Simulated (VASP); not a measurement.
OSZICAR of a VASP run on SiO₂ (rutile):

**OSZICAR**
```
       N       E                     dE             d eps       ncg     rms          rms(c)
DAV:   1     0.162624245004E+03    0.16262E+03   -0.18143E+04  1208   0.153E+03
DAV:   2    -0.433311987911E+02   -0.20596E+03   -0.19675E+03  1632   0.318E+02
DAV:   3    -0.506838976908E+02   -0.73527E+01   -0.73204E+01  1440   0.643E+01
DAV:   4    -0.507499101909E+02   -0.66013E-01   -0.65926E-01  1420   0.684E+00
DAV:   5    -0.507507023324E+02   -0.79214E-03   -0.79206E-03  1396   0.715E-01    0.162E+01
DAV:   6    -0.461907469994E+02    0.45600E+01   -0.18886E+01  1328   0.302E+01    0.710E+00
DAV:   7    -0.462199010672E+02   -0.29154E-01   -0.44026E-01  1412   0.489E+00    0.280E+00
DAV:   8    -0.462327124796E+02   -0.12811E-01   -0.17596E-02  1352   0.137E+00    0.108E+00
DAV:   9    -0.462394695365E+02   -0.67571E-02   -0.90002E-03  1392   0.102E+00    0.268E-01
DAV:  10    -0.462397195751E+02   -0.25004E-03   -0.12932E-03  1408   0.287E-01    0.630E-02
DAV:  11    -0.462396468953E+02    0.72680E-04   -0.31927E-04  1380   0.134E-01    0.884E-03
DAV:  12    -0.462396488564E+02   -0.19611E-05   -0.15251E-05  1444   0.283E-02    0.609E-03
DAV:  13    -0.462396484324E+02    0.42399E-06   -0.33803E-06  1392   0.136E-02    0.364E-03
DAV:  14    -0.462396484909E+02   -0.58509E-07   -0.11734E-07   832   0.295E-03
   1 F= -.47572826E+02 E0= -.47572826E+02  d E =-.475728E+02
       N       E                     dE             d eps       ncg     rms          rms(c)
DAV:   1    -0.462503822967E+02   -0.10734E-01   -0.72891E+00  1216   0.229E+01    0.836E-01
DAV:   2    -0.462630059712E+02   -0.12624E-01   -0.20995E-01  1428   0.358E+00    0.415E-01
DAV:   3    -0.462583265053E+02    0.46795E-02   -0.41725E-03  1400   0.683E-01    0.177E-01
DAV:   4    -0.462576615730E+02    0.66493E-03   -0.34898E-03  1396   0.515E-01    0.431E-02
DAV:   5    -0.462576747695E+02   -0.13196E-04   -0.59932E-04  1364   0.216E-01    0.221E-02
DAV:   6    -0.462576635507E+02    0.11219E-04   -0.32209E-05  1352   0.586E-02    0.955E-03
DAV:   7    -0.462576637196E+02   -0.16899E-06   -0.27658E-06  1396   0.136E-02    0.439E-03
DAV:   8    -0.462576636560E+02    0.63668E-07   -0.92584E-07  1372   0.100E-02
   2 F= -.47590522E+02 E0= -.47590522E+02  d E =-.176964E-01
       N       E                     dE             d eps       ncg     rms          rms(c)
DAV:   1    -0.462578628068E+02   -0.19909E-03   -0.16099E-01  1216   0.340E+00    0.123E-01
DAV:   2    -0.462581316212E+02   -0.26881E-03   -0.45732E-03  1428   0.529E-01    0.621E-02
DAV:   3    -0.462580274979E+02    0.10412E-03   -0.95302E-05  1408   0.103E-01    0.257E-02
DAV:   4    -0.462580145251E+02    0.12973E-04   -0.75627E-05  1392   0.752E-02    0.657E-03
DAV:   5    -0.462580150763E+02   -0.55124E-06   -0.16578E-05  1364   0.369E-02    0.453E-03
DAV:   6    -0.462580143478E+02    0.72851E-06   -0.19342E-06  1328   0.151E-02    0.140E-03
DAV:   7    -0.462580143988E+02   -0.50973E-07   -0.21118E-07  1012   0.338E-03
   3 F= -.47590826E+02 E0= -.47590826E+02  d E =-.179999E-01
       N       E                     dE             d eps       ncg     rms          rms(c)
DAV:   1    -0.462633066312E+02   -0.52923E-02   -0.37904E-01  1296   0.542E+00    0.450E-01
DAV:   2    -0.462608204131E+02    0.24862E-02   -0.44304E-03  1388   0.566E-01    0.253E-01
DAV:   3    -0.462594553631E+02    0.13651E-02   -0.17182E-03  1400   0.368E-01    0.157E-02
DAV:   4    -0.462594680964E+02   -0.12733E-04   -0.13345E-04  1348   0.909E-02    0.144E-02
DAV:   5    -0.462594681549E+02   -0.58415E-07   -0.27346E-06  1388   0.165E-02    0.371E-03
DAV:   6    -0.462594682911E+02   -0.13624E-06   -0.86340E-07  1352   0.766E-03    0.186E-03
DAV:   7    -0.462594682691E+02    0.22039E-07   -0.44857E-08   728   0.222E-03
   4 F= -.47592166E+02 E0= -.47592166E+02  d E =-.134047E-02
       N       E                     dE             d eps       ncg     rms          rms(c)
DAV:   1    -0.462600020842E+02   -0.53379E-03   -0.30545E-02  1296   0.154E+00    0.128E-01
DAV:   2    -0.462597995734E+02    0.20251E-03   -0.35808E-04  1388   0.161E-01    0.719E-02
DAV:   3    -0.462596885436E+02    0.11103E-03   -0.13863E-04  1400   0.105E-01    0.446E-03
DAV:   4    -0.462596897663E+02   -0.12227E-05   -0.10833E-05  1348   0.259E-02    0.419E-03
DAV:   5    -0.462596899306E+02   -0.16436E-06   -0.22909E-07   956   0.500E-03    0.803E-04
DAV:   6    -0.462596899736E+02   -0.42950E-07   -0.75313E-08   700   0.228E-03
   5 F= -.47592421E+02 E0= -.47592421E+02  d E =-.159472E-02
```

**Question.** Which electronic solver shows in the log?

**Answer.** It is blocked Davidson (ALGO = Normal, or the opening steps of other solvers). The INCAR had ALGO = Normal.

**Question.** Can the final energy be trusted as converged?

**Answer.** The run converged. It stopped with EDIFF = 1E-7, NELM = 100, NSW = 30 and EDIFFG = -0.01 after 5 ionic steps (PBE GGA with D3 dispersion (Becke-Johnson damping), plane waves, VASP's PBE PAW potentials (set 64)).

The compound is SiO2 in the rutile structure, stishovite, a high-pressure form. This cell is one point of a volume scan, at 1.06 of the reference volume. Symmetry was kept, so distortions that lower it aren't found.
